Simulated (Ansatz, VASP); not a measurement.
# Cross-check of HfB between VASP and Ansatz, part 2 of 2

Wanted: the spread between two codes on one cell, functional and k mesh. The cell is taken from a series of runs on this material, whose earlier steps may have relaxed, scaled, displaced or heated it; both programs get it as it stands.

VASP 6.6.1 and Ansatz 0.2.0.

So far: Starting point; VASP: zone-centre phonons, PBE with D4.

### 3. Ansatz: zone-centre phonons, PBE with D4

Level of this step: Ansatz beside VASP: Kohn-Sham DFT, plane waves, PBE with D4 (Ansatz).

Ansatz runs on its default PAW (the set named soft_2) files.

The same cell, functional, mesh and smearing now go to Ansatz, which takes its cutoff from its data sets.

File input.yaml:

```yaml
crystal:
  lattice:
    - [0.0, 2.3999434767, 2.3999434767]
    - [2.3999434767, 0.0, 2.3999434767]
    - [2.3999434767, 2.3999434767, 0.0]
  atoms:
    - { symbol: Hf, position: [0.5, 0.5, 0.5] }
    - { symbol: B, position: [0.0, 0.0, 0.0] }
kpoints:
  mp_grid: { grid: [16, 16, 16] }
hamiltonian:
  xc: pbe
  dispersion: d4
scf:
  occupations: { method: methfessel_paxton, width: 0.15 }
output:
  eigenvalues: true
phonons:
  method: dfpt
  qmesh: [2, 2, 2]
  temperatures: { t_max: 1000, t_step: 50 }
  qpath:
    path:
      - [[0.0, 0.0, 0.0], [0.5, 0.0, 0.5], [0.625, 0.25, 0.625]]
      - [[0.375, 0.375, 0.75], [0.0, 0.0, 0.0], [0.5, 0.5, 0.5], [0.5, 0.25, 0.75], [0.5, 0.0, 0.5]]
    npoints: 10
```

Started as:

```
> ansatz run input.yaml --threads 4 --pin off --max-ram 7168MiB --backend cpu --events-out ev --progress --plain --runs-dir out
```

Numbers of over 12 decimals in the logs are rounded to 6 here.

The log of the run:

```text
Engine: ansatz 0.2.0, x86_64-unknown-linux-gnu
Pseudopotentials: kind: paw
Pseudopotential: Hf, paw, valence charge 26, recommended cutoff 420 eV (normal), Hf.paw.azcp
Pseudopotential: B, paw, valence charge 3, recommended cutoff 420 eV (normal), B.paw.azcp
Functional definition: PBE
  parameter kappa = 0.804
  parameter beta = 0.066725
  exchange = pbe_x(kappa = kappa, mu = beta*pi^2/3)
  correlation = pbe_c(beta = beta)
Crystal: 2 atoms, lattice volume = 27.646 Å³
Basis set: ecut = 420 eV, 537 PW (Γ), exchange–correlation on 48×48×48 points (8 copies of the dense FFT grid, shifted against one another)
Bands: 19, of which v1, the nominal top of the filled ones, is band 15 counted from 1 (14 counted from 0)
Symmetry: 48 space group operations
k-points: 145 of 4096
Non-local potential: Hf, projectors of the file, l = 0: 3, l = 1: 2, l = 2: 2, l = 3: 3
Non-local potential: B, projectors of the file, l = 0: 2, l = 1: 2, l = 2: 1
PAW form: soft (Blöchl's): semilocal exchange-correlation on the pseudo side does not see the compensation charge
PAW one-centre angular grid: Hf, 590 points (default); XC on 64 Gauss nodes
PAW one-centre angular grid: B, 110 points (default); XC on 64 Gauss nodes
Initial density: superposition of atomic densities (neutral atoms: chi_scale 0, normalization atom), corrected by the library's trained network
Initial wavefunctions: pseudopotential atomic-orbital guess
Functional: x = pbe(κ = 0.804, μ = 0.219515), c = pbe(β = 0.066725)
SCF iter   1: F=—  HF=-15878.658703 eV  |F-HF|=—  |Δ(HF+E_count)|=         —  Δρ=2.15e-3  dr2=1.17e-3  ethr=1.77e-3  ⟨swp⟩=4.1  Hψ=10756  notcnv=0
preconditioner: auto → Kerker (q_TF=auto, 2.750 Å⁻¹)  [metal: Δε(μ)=0.013 eV  Ē_g=17.805 eV  σ=0.150 eV  W_gap=0.07  n_scr=14 (ndim 8)  ℏωp=36.7 eV  f_vac=0.000  D(μ)=0.86/eV (n_scr^D=8)]
SCF iter   2: F=—  HF=-15878.658708 eV  |F-HF|=—  |Δ(HF+E_count)|=   4.74e-6  S|Δr|=    0.00e0  Δρ=1.39e-3  dr2=5.22e-4  ethr=4.03e-6  ⟨swp⟩=2.0  Hψ=4407  notcnv=0
SCF iter   3: F=—  HF=-15878.658653 eV  |F-HF|=—  |Δ(HF+E_count)|=   5.47e-5  S|Δr|=    0.00e0  Δρ=2.56e-4  dr2=1.99e-5  ethr=1.80e-6  ⟨swp⟩=2.9  Hψ=4766  notcnv=0
SCF iter   4: F=—  HF=-15878.658658 eV  |F-HF|=—  |Δ(HF+E_count)|=   4.17e-6  S|Δr|=    0.00e0  Δρ=2.30e-4  dr2=9.70e-6  ethr=6.85e-8  ⟨swp⟩=2.0  Hψ=4794  notcnv=0
SCF iter   5: F=—  HF=-15878.658649 eV  |F-HF|=—  |Δ(HF+E_count)|=   8.50e-6  S|Δr|=    0.00e0  Δρ=5.44e-5  dr2=6.14e-7  ethr=3.35e-8  ⟨swp⟩=2.3  Hψ=4791  notcnv=0
SCF iter   6: F=—  HF=-15878.658649 eV  |F-HF|=—  |Δ(HF+E_count)|=   2.01e-7  S|Δr|=    0.00e0  Δρ=1.18e-5  dr2=2.19e-8  ethr=2.12e-9  ⟨swp⟩=2.0  Hψ=4793  notcnv=0
SCF iter   7: F=—  HF=-15878.658649 eV  |F-HF|=—  |Δ(HF+E_count)|=   2.69e-8  S|Δr|=    0.00e0  Δρ=5.27e-6  dr2=4.08e-9  ethr=7.54e-11  ⟨swp⟩=2.0  Hψ=4647  notcnv=0
SCF iter   8: F=—  HF=-15878.658649 eV  |F-HF|=—  |Δ(HF+E_count)|=  2.00e-10  S|Δr|=    0.00e0  Δρ=6.34e-7  dr2=3.59e-11  ethr=1.41e-11  ⟨swp⟩=2.4  Hψ=3977  notcnv=0
SCF iter   9: F=-15878.658649 eV  HF=-15878.658649 eV  |F-HF|=3.64e-12  |Δ(HF+E_count)|=  2.36e-11  S|Δr|=    0.00e0  Δρ=8.09e-8  dr2=1.00e-12  ethr=1.00e-12  ⟨swp⟩=5.7  Hψ=12040  notcnv=0
SCF 1 converged in 9 iterations: F = -15878.658649 eV  dr2 = 1.00e-12
  greatest PAW one-centre occupation: 0.998 electrons in one spin orbital (limit 2), on the Hf atom at site 0 (counted from 0), in its partial waves of l = 0
phonons: the bands overlap, so this run is a metal and interpolates without the dipole-dipole term. If the crystal is really an insulator or semiconductor, its LO-TO splitting is missing
NSCF: frozen V_eff on 145 k-points
NSCF: frozen V_eff on 349 k-points
DFPT response loops at q = (0, 0, 0) (fractional): preconditioner auto → Kerker (q_TF=auto, 2.750 Å⁻¹) (partly filled bands, converged f_vac=0.000); β = 1.00, the filter's whole step (`scf.mixing.beta` (0.50) is not read by the response loops under this deck's `scf.mixing.preconditioner`; to damp them name `kerker` or `kerker_dos`, under which they read `scf.mixing.beta`, and type it under 1.00, their step now; both keys bind the ground state too); Broyden in place of MSR1
NSCF: frozen V_eff on 2196 k-points
DFPT response loops at q = (0, 0, -0.5) (fractional): mixed as the last ones told, above
NSCF: frozen V_eff on 1242 k-points
DFPT response loops at q = (0, -0.5, -0.5) (fractional): mixed as the last ones told, above
SCF converged after 9 iterations
Stability not checked: this state was not tested for a lower state beside it, because cold or Methfessel-Paxton smearing, or corrected tetrahedra, fill the levels in a way that the test cannot read (fill_not_monotonic; see scf.lower_state_search)
Free energy (F): -15878.658649 eV
Harris-Foulkes:  -15878.658649 eV  (|F-HF|=3.64e-12)
Internal energy: -15878.659939 eV  (E = F + TS)
E sigma→0 (E₀):  -15878.658972 eV
Entropy (-TS):   0.001290 eV (0.645 meV/atom)
Fermi energy:    17.381599 eV
Step filling:    the computed levels leave a gap of 0.0136 eV = 0.1 smearing widths at the electron count; against every level under it full and every level over it empty, smearing changes F+E_penalty+E_count by +0.335 meV and its σ→0 estimate by +0.012 meV
--- Per-component energies (eV) ---
  E_band       = 44.032104
  E_kinetic    = 470.641117
  E_local      = -5315.476150  (includes V_loc(G=0)·N_el)
  E_nonlocal   = -1231.025441
  E_hartree    = 2502.597438
  E_xc         = -332.231439
  E_vxc        = -304.474983  (∫ρ·V_xc dr)
  E_paw        = -7006.672759  (= ΣΔE_a)
  E_vpaw       = 1419.172691  (= ΣTr[D̂ρ^β])
  E_aug_tail   = -0.000004  (compensation charges beyond the density's cutoff)
  E_ewald      = -4965.937972
  E_disp       = -0.554729  (pairwise vdW)
  E_smearing   = 0.001290  (= −TS)
  E_closure    = 0.000000  (closes the sum)
  Σ components = -15878.658649   (vs F -15878.658649, Δ=0.00e0)
--- Band table (eV; the first three rows and the last of 145) ---
  k-point 0: bands = [... 11 lower, 8.1855, 19.4377, 19.4377, 19.4377, 21.0586, 21.0586, 21.0586, 21.1520]
  k-point 1: bands = [... 11 lower, 8.2840, 19.0595, 19.3690, 19.3690, 20.2373, 20.2373, 21.2524, 22.2389]
  k-point 2: bands = [... 11 lower, 8.5732, 18.2619, 18.8136, 18.8136, 20.1249, 20.1249, 21.5537, 23.4888]
  k-point 144: bands = [... 11 lower, 11.8510, 16.0131, 16.0131, 16.1486, 22.3454, 22.3454, 24.2594, 24.3155]
--- Phonons (Γ-DFPT): 2 representative perturbations + reference (Σ response iterations 6) ---
  ASR residual: 4.989e-5 → 0.000e0 eV/Å²; symmetrization residual: 3.045e-7 eV/Å²
  pairwise dispersion correction: d4 (s6 = 1.0, s8 = 0.95948085, s9 = 1.0, a1 = 0.38574991, a2_bohr = 4.80688534), with the weights of each atom's references fixed at the reference crystal's, and the forces and stress that the weights' published response gives there kept as a pressure on the atom's counted neighbours (hamiltonian.dispersion)
  ASR residual per site (eV/Å²): 6.96e-7 4.99e-5
  Γ frequencies (cm⁻¹): 0.00 0.00 0.00 465.84 465.84 465.84
--- Phonons (arbitrary-q DFPT): 3 irreducible q on the 2×2×2 mesh ---
  q = [0.0000, 0.0000, 0.0000] (star 1, of the zone-centre solve; hermiticity 7.49e-8, symmetrization 2.39e-12): -0.00 -0.00 0.00 465.84 465.84 465.84
  q = [0.0000, 0.0000, -0.5000] (star 4, 2 solved perturbations on 1098 of 4096 k-point pairs; hermiticity 3.99e-8, symmetrization 1.99e-8): 147.03 147.03 148.58 461.73 461.73 503.77
  q = [0.0000, -0.5000, -0.5000] (star 3, 4 solved perturbations in 1940 linear systems a pass and spin channel, the states on 621 of 4096 k-point pairs; hermiticity 2.22e-8, symmetrization 2.69e-9): 122.11 122.11 162.08 488.75 488.75 578.42
  sum rule: each row above includes the acoustic sum rule's correction from the zone centre's row sums; it moved no ω² by more than (1.12 cm⁻¹)²
  mesh force constants: q→R imaginary residual 2.71e-17; ASR residual 4.989e-5 → 0.000e0 eV/Å²; symmetrization residual 1.243e-14 eV/Å²
  interpolated dispersion: 62 rows × 6 modes
  density of states and harmonic sums: on the 22×22×22 q-mesh, interpolated from the force constants of a 2×2×2 supercell (no non-analytic term)
  largest difference from the sums on the solved wave vectors: F 7.58e-2 eV, S 1.08e-4 and C_V 3.23e-5 eV/K
  zero-point energy: 0.115819 eV/cell   skipped modes (ω ≤ 0): 3   left out of the sums: 4.70e-5 of the cell's modes: C_V's classical limit lies that fraction below 3 k_B per atom; for a crystal, a wire or a layer, F and S can be off by more, and a phonons.interpolated_qmesh denser along its periods is the remedy for the sampling
```

Reading the cycles: dr2 is the Hartree energy of the density residual (eV), the measure of convergence; HF is the Harris–Foulkes estimate of the energy, which meets the free energy F at convergence.

### 4. Side by side

Known differences besides the potentials themselves: VASP's run holds the zone centre alone; the data sets hold 29 valence electrons in Ansatz (on its default PAW (the set named soft_2) files) and 13 in VASP; the cutoff is 420 eV in Ansatz and 500 eV in VASP; Ansatz takes the dispersion share of the force constants at frozen C6 weights, VASP differentiates the full forces; VASP uses finite displacements, Ansatz perturbation theory. Total energies have different zeros and are not compared.

Compared:

| quantity | Ansatz | VASP | difference |
| --- | --- | --- | --- |
| optical mode 1 to 3 (cm⁻¹) | 465.8 | 465.2 | +0.14 % |

Modes are paired by rising frequency, not by their patterns, so a pair may set unlike modes beside each other; they are those without the splitting of longitudinal modes.

### 5. Summary of results

```json
{
 "r.m.s. difference of the optical zone-centre modes, each program's sorted by frequency (zone-centre phonons, PBE with D4)": "0.63 cm⁻¹"
}
```

What this shows: The r.m.s. difference of the optical zone-centre modes, each program's sorted by frequency is 0.63 cm⁻¹ (zone-centre phonons, PBE with D4). The data sets hold unlike numbers of valence electrons (29 in Ansatz and 13 in VASP), so part of the differences comes from the potentials. Such differences can come from data sets, numerical settings and the points named under the comparisons, not from the functional's error against experiment.

[Lines on the potential files, build, host, timing and source positions are cut from VASP's logs without a mark.]

[Logs are printed without paths, hosts, clocks, repeated set-up lines and the standing remarks that a program may print on its own settings, such as how far it seeks lower states.]

[Hosts, paths, dates, database ids (printed as entryN), source tags and the programs' standing remarks are cut or masked in the printed files.]
